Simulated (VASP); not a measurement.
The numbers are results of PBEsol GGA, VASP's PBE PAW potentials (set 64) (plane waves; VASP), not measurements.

A VASP calculation is set up with these files.

POSCAR:
```
SnO
1
   -0.0000000000     2.4591694233     2.4591694233
    2.4591694233    -0.0000000000     2.4591694233
    2.4591694233     2.4591694233     0.0000000000
Sn O
1 1
Direct
  0.0000000000   0.0000000000   0.0000000000
  0.2500000000   0.2500000000   0.2500000000
```

**KPOINTS**
```
K-points
0
Gamma
  9 9 9
```

INCAR:
```
# general
SYSTEM  = SnO
PREC    = Accurate
ENCUT   = 620   # plane-wave cut-off (eV)
LREAL   = F   # projection in real space or not
LASPH   = T

# electronic loop
EDIFF   = 1E-6
NELM    = 100   # most electronic steps
ALGO    = Normal
LMAXMIX = 4   # l cut-off of mixed one-centre charges

# smearing
ISMEAR  = 0
SIGMA   = 0.05

# functional
GGA     = PS   # PBEsol

# ions
IBRION  = 2   # conjugate gradients
NSW     = 40
ISIF    = 3   # ions, shape and volume
EDIFFG  = -0.02   # ionic stop
PSTRESS = 450   # kbar

# output
LWAVE   = F
LCHARG  = F
```

POTCAR, in this order: Sn_d O (PBE.64 set). Program: vasp_std.

Output

### OUTCAR
```
 ion  position               nearest neighbor table
   1  0.000  0.000  0.000-   2 2.13   2 2.13   2 2.13   2 2.13
   2  0.250  0.250  0.250-   1 2.13   1 2.13   1 2.13   1 2.13
  LATTYP: Found a face centered cubic cell.
 ALAT       =     4.9183388466
 Subroutine PRICEL returns:
 Original cell was already a primitive cell.
 Subroutine GETGRP returns: Found 24 space group operations
The static configuration has the point symmetry T_d .
The dynamic configuration has the point symmetry T_d .
 Subroutine INISYM returns: Found 24 space group operations
 Subroutine IBZKPT returns following result:
 Found     35 irreducible k-points:

 Following reciprocal coordinates:
            Coordinates               Weight
  0.000000  0.000000  0.000000      1.000000
  0.111111  0.000000  0.000000      8.000000
  0.222222  0.000000  0.000000      8.000000
  0.333333  0.000000  0.000000      8.000000
  0.444444  0.000000  0.000000      8.000000
  0.111111  0.111111  0.000000      6.000000
  0.222222  0.111111  0.000000     24.000000
  0.333333  0.111111  0.000000     24.000000
  0.444444  0.111111  0.000000     24.000000
 -0.444444  0.111111  0.000000     24.000000
 -0.333333  0.111111  0.000000     24.000000
 -0.222222  0.111111  0.000000     24.000000
 -0.111111  0.111111  0.000000     12.000000
  0.222222  0.222222  0.000000      6.000000
  0.333333  0.222222  0.000000     24.000000
  0.444444  0.222222  0.000000     24.000000
 -0.444444  0.222222  0.000000     24.000000
 -0.333333  0.222222  0.000000     24.000000
 -0.222222  0.222222  0.000000     12.000000
  0.333333  0.333333  0.000000      6.000000
  0.444444  0.333333  0.000000     24.000000
 -0.444444  0.333333  0.000000     24.000000
 -0.333333  0.333333  0.000000     12.000000
  0.444444  0.444444  0.000000      6.000000
 -0.444444  0.444444  0.000000     12.000000
  0.333333  0.222222  0.111111     24.000000
  0.444444  0.222222  0.111111     48.000000
 -0.444444  0.222222  0.111111     48.000000
  0.444444  0.333333  0.111111     24.000000
 -0.444444  0.333333  0.111111     48.000000
 -0.333333  0.333333  0.111111     48.000000
 -0.222222  0.333333  0.111111     24.000000
 -0.444444  0.444444  0.111111     24.000000
 -0.333333  0.444444  0.111111     24.000000
 -0.333333  0.444444  0.222222     24.000000
   k-points           NKPTS =     35   k-points in BZ     NKDIM =     35   number of bands    NBANDS=     14
   number of dos      NEDOS =    301   number of ions     NIONS =      2
   total plane-waves  NPLWV =  21952
   dimension x,y,z NGX =    28 NGY =   28 NGZ =   28
   dimension x,y,z NGXF=    56 NGYF=   56 NGZF=   56
   ions per type =               1   1
   PREC   = accura    normal or accurate (medium, high low for compatibility)
   ISTART =      0    job   : 0-new  1-cont  2-samecut
   ICHARG =      2    charge: 1-file 2-atom 10-const
   ISPIN  =      1    spin polarized calculation?
   LNONCOLLINEAR =      F non collinear calculations
   LSORBIT =      F    spin-orbit coupling
   INIWAV =      1    electr: 0-lowe 1-rand  2-diag
   ENCUT  =  620.0 eV  45.57 Ry    6.75 a.u.   7.06  7.06  7.06*2*pi/ulx,y,z
   NELM   =    100;   NELMIN=  2; NELMDL= -5     # of ELM steps
   EDIFF  = 0.1E-05   stopping-criterion for ELM
   LREAL  =      F    real-space projection
   NLSPLINE    = F    spline interpolate recip. space projectors
   LMAXMIX     =    4 max onsite mixed and CHGCAR
   VOSKOWN=      0    Vosko Wilk Nusair interpolation
   EDIFFG = -.2E-01   stopping-criterion for IOM
   NSW    =     40    number of steps for IOM
   NBLOCK =      1;   KBLOCK =     40    inner block; outer block
   IBRION =      2    ionic relax: 0-MD 1-quasi-New 2-CG
...
```

**OSZICAR**
```
       N       E                     dE             d eps       ncg     rms          rms(c)
DAV:   1     0.159322363191E+03    0.15932E+03   -0.12060E+04  1018   0.246E+03
DAV:   2     0.209287447051E+01   -0.15723E+03   -0.15152E+03  1064   0.470E+02
DAV:   3    -0.117113001535E+02   -0.13804E+02   -0.13725E+02  1178   0.124E+02
DAV:   4    -0.119962880570E+02   -0.28499E+00   -0.28490E+00  1082   0.193E+01
DAV:   5    -0.120041091501E+02   -0.78211E-02   -0.78210E-02  1298   0.317E+00    0.818E+00
DAV:   6    -0.105346659171E+02    0.14694E+01   -0.10344E+01  1458   0.438E+01    0.408E+00
DAV:   7    -0.104284901986E+02    0.10618E+00   -0.90849E-01  1136   0.944E+00    0.149E+00
DAV:   8    -0.104181023473E+02    0.10388E-01   -0.12115E-01  1016   0.306E+00    0.415E-01
DAV:   9    -0.104151710721E+02    0.29313E-02   -0.11510E-02  1594   0.154E+00    0.102E-01
DAV:  10    -0.104152834357E+02   -0.11236E-03   -0.10210E-03  1028   0.328E-01    0.424E-02
DAV:  11    -0.104152559881E+02    0.27448E-04   -0.20350E-04  1512   0.182E-01    0.123E-02
DAV:  12    -0.104152566828E+02   -0.69471E-06   -0.14440E-05  1028   0.386E-02    0.955E-03
DAV:  13    -0.104152555371E+02    0.11458E-05   -0.30818E-06   992   0.215E-02    0.105E-03
DAV:  14    -0.104152555284E+02    0.86939E-08   -0.16014E-07   562   0.406E-03
   1 F= -.20612015E+01 E0= -.20612006E+01  d E =-.206120E+01
       N       E                     dE             d eps       ncg     rms          rms(c)
DAV:   1    -0.172525809004E+02   -0.68373E+01   -0.15154E+02  1196   0.238E+02    0.195E+01
DAV:   2    -0.972951523723E+01    0.75231E+01   -0.19218E+01  1190   0.100E+02    0.625E+00
DAV:   3    -0.873133340178E+01    0.99818E+00   -0.19922E+00  1204   0.500E+01    0.226E+00
DAV:   4    -0.858829468744E+01    0.14304E+00   -0.40385E-01  1472   0.179E+01    0.573E-01
DAV:   5    -0.857935311849E+01    0.89416E-02   -0.57781E-02  1022   0.260E+00    0.235E-01
DAV:   6    -0.857876243180E+01    0.59069E-03   -0.23143E-03  1500   0.873E-01    0.176E-01
DAV:   7    -0.857871774126E+01    0.44691E-04   -0.66326E-04  1648   0.636E-01    0.311E-02
DAV:   8    -0.857872570311E+01   -0.79618E-05   -0.12221E-04  1194   0.130E-01    0.102E-02
DAV:   9    -0.857872488687E+01    0.81624E-06   -0.28603E-06   860   0.167E-02
   2 F= -.17959097E+01 E0= -.17959097E+01  d E =0.265292E+00
       N       E                     dE             d eps       ncg     rms          rms(c)
DAV:   1    -0.133792297231E+02   -0.48005E+01   -0.80220E+01  1190   0.242E+02    0.116E+01
DAV:   2    -0.105351073667E+02    0.28441E+01   -0.95115E+00  1190   0.430E+01    0.392E+00
DAV:   3    -0.100616887829E+02    0.47342E+00   -0.83527E-01  1198   0.259E+01    0.176E+00
DAV:   4    -0.995322990408E+01    0.10846E+00   -0.28043E-01  1376   0.141E+01    0.230E-01
DAV:   5    -0.994783498030E+01    0.53949E-02   -0.32018E-02  1138   0.242E+00    0.173E-01
DAV:   6    -0.994648179328E+01    0.13532E-02   -0.97648E-04  1392   0.502E-01    0.131E-01
DAV:   7    -0.994591257941E+01    0.56921E-03   -0.41952E-04  1372   0.441E-01    0.155E-02
DAV:   8    -0.994591525901E+01   -0.26796E-05   -0.79495E-05  1166   0.100E-01    0.142E-02
DAV:   9    -0.994591486112E+01    0.39789E-06   -0.50496E-06  1260   0.499E-02
   3 F= -.21665285E+01 E0= -.21665284E+01  d E =-.105327E+00
       N       E                     dE             d eps       ncg     rms          rms(c)
DAV:   1    -0.992631572370E+01    0.19600E-01   -0.29801E-02  1196   0.401E+00    0.242E-01
DAV:   2    -0.992511100583E+01    0.12047E-02   -0.38112E-03  1196   0.954E-01    0.816E-02
DAV:   3    -0.992491626431E+01    0.19474E-03   -0.36132E-04  1202   0.656E-01    0.367E-02
DAV:   4    -0.992487430628E+01    0.41958E-04   -0.11324E-04  1352   0.310E-01    0.645E-03
DAV:   5    -0.992487334835E+01    0.95793E-06   -0.16645E-05  1158   0.579E-02    0.349E-03
DAV:   6    -0.992487321964E+01    0.12871E-06   -0.49808E-07   508   0.163E-02
   4 F= -.21667094E+01 E0= -.21667093E+01  d E =-.105508E+00
```

File OUTCAR:
```
------------------------ aborting loop because EDIFF is reached ----------------------------------------
  FORCE on cell =-STRESS in cart. coord.  units (eV):
  Direction    XX          YY          ZZ          XY          YZ          ZX
  --------------------------------------------------------------------------------------
  Total        7.7550312      7.7550312      7.7550312      0.0000000      0.0000000     -0.0000000
  in kB      449.8183003    449.8183003    449.8183003      0.0000000      0.0000000     -0.0000000
  external PRESSURE =      -0.1816997 kB  Pullay stress =     450.0000000 kB
  volume of cell :       27.62
      direct lattice vectors                 reciprocal lattice vectors
    -0.000000000  2.399250933  2.399250933    -0.208398377  0.208398377  0.208398377
     2.399250933  0.000000000  2.399250933     0.208398377 -0.208398377  0.208398377
     2.399250933  2.399250933  0.000000000     0.208398377  0.208398377 -0.208398377
 POSITION                                       TOTAL-FORCE (eV/Angst)
 -----------------------------------------------------------------------------------
      4.79850      4.79850      4.79850         0.000000      0.000000      0.000000
      1.19963      1.19963      1.19963        -0.000000     -0.000000     -0.000000
 -----------------------------------------------------------------------------------
    total drift:                               -0.000000     -0.000000     -0.000000
  FREE ENERGIE OF THE ION-ELECTRON SYSTEM (eV)
  ---------------------------------------------------
  free  energy   TOTEN  =        -9.9248732196 eV

  energy  without entropy=       -9.9248730453  energy(sigma->0) =       -9.92487313
  enthalpy is  TOTEN    =        -2.1667094320 eV   P V=        7.7581637877

 reached required accuracy - stopping structural energy minimisation
```
(Selected blocks of OUTCAR.)

### CONTCAR
```
SnO
   1.00000000000000
    -0.0000000000000000    2.3992509328352956    2.3992509328352956
     2.3992509328352956    0.0000000000000000    2.3992509328352956
     2.3992509328352956    2.3992509328352956    0.0000000000000000
  Sn              O
     1     1
Direct
     1.0000000000000000    1.0000000000000000    1.0000000000000000
     0.2500000000000000    0.2500000000000000    0.2500000000000000
```

Energy and stress use the plane-wave basis of the starting cell.

The structure was generated: SnO was put into the zinc blende type (F-43m), which need not be its known phase. This run relaxes it under an external pressure of 45 GPa. Symmetry was kept, so distortions that lower it aren't found.
